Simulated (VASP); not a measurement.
## Band gap of diamond and zinc-blende semiconductors: measurement against SCAN

Computed values from VASP (plane waves, PAW); cells keep the symmetry of their structure type. No spin-orbit coupling. Gaps are read over mesh and path in cells relaxed at that level.

Here x stands for SCAN gap and y for measured gap.

| solid | SCAN gap (eV) | measured gap (eV) | cut-off (eV) | basis of the measured value |
|---|---|---|---|---|
| Ge | 0.17 | 0.79 | 520 | low temperature, zero-point corrected |
| GaAs | 0.68 | 1.57 | 520 | low temperature, zero-point corrected |
| Si | 0.84 | 1.23 | 520 | low temperature, zero-point corrected |
| CdTe | 0.97 | 1.63 | 520 | unstated, zero-point corrected |
| InP | 0.99 | 1.47 | 520 | low temperature, zero-point corrected |
| SiC | 1.71 | 2.53 | 520 | low temperature, zero-point corrected |
| ZnSe | 1.82 | 2.87 | 520 | low temperature, zero-point corrected |
| GaP | 1.83 | 2.43 | 520 | low temperature, zero-point corrected |
| ZnS | 2.70 | ? | 520 | low temperature, zero-point corrected |

Task: Using a straight line, estimate the missing y at x = 2.70 from the other rows, showing the fit.

Result: With u = x - 1.1, the rows have u = -0.9300, -0.4200, -0.2600, -0.1300, -0.1100, 0.6100, 0.7200, 0.7300. Means: u 0.026250, y 1.815. About the means, the sum of products is 2.9150 and the sum of squares of u is 2.5558; the slope is their ratio. Least squares gives y = 1.785 + 1.1405·u. Residuals (row less fit): 0.066, 0.264, -0.258, -0.007, -0.190, 0.049, 0.264, -0.188; standard error 0.218 (degrees of freedom: 6). The slope is 1.14 with a standard error of 0.14. Before the fit, SCAN less measured has mean -0.689, mean absolute 0.689 and median absolute 0.640 eV over these 8 rows. At the withheld row, u = 1.6000, so y = 1.785 + 1.1405 × 1.6000 = 3.610 eV. The measured value is 3.94 eV, 0.330 eV above the prediction (10.5 % of the range of y in the table). The row lies outside the fitted rows, so this is an extrapolation. From the scatter of the fitted rows alone, a prediction at this place has a standard error of 0.315 eV, so the miss is 1.0 times that.

Plain SCAN misses this row by -1.24 eV. Spin-orbit coupling is left out, which can shift this property for Ge, GaAs, CdTe, InP, ZnSe. The rows are a random draw of 9 from the 9 solids that have both values on this basis (zero-point corrected by the source), of 22 computed in this series. Not drawn: V to Ni and open 4f shells, rows kept for tests, unfit runs, cells that left their space group, values derived or compiled from fits, values whose temperature is given only as extrapolated, encyclopaedia, home-page and unnamed sources, sources from 2025 on, runs on another kind of cell. Optical and fundamental gaps aren't told apart in the measured column. Measured values as quoted by these papers, many of them computational: Ge Anna Miglio et al., npj Computational Materials (2020), arXiv:2011.12765; GaAs Wei Chen et al., Physical Review Materials (2018), doi:10.1103/physrevmaterials.2.073803; Si Wei Chen et al., Physical Review Materials (2018), doi:10.1103/physrevmaterials.2.073803; CdTe Anna Miglio et al., npj Computational Materials (2020), arXiv:2011.12765; InP Wei Chen et al., Physical Review Materials (2018), doi:10.1103/physrevmaterials.2.073803; SiC Wei Chen et al., Physical Review Materials (2018), doi:10.1103/physrevmaterials.2.073803; ZnSe Wei Chen et al., Physical Review Materials (2018), doi:10.1103/physrevmaterials.2.073803; GaP Wei Chen et al., Physical Review Materials (2018), doi:10.1103/physrevmaterials.2.073803; ZnS Wei Chen et al., Physical Review Materials (2018), doi:10.1103/physrevmaterials.2.073803.
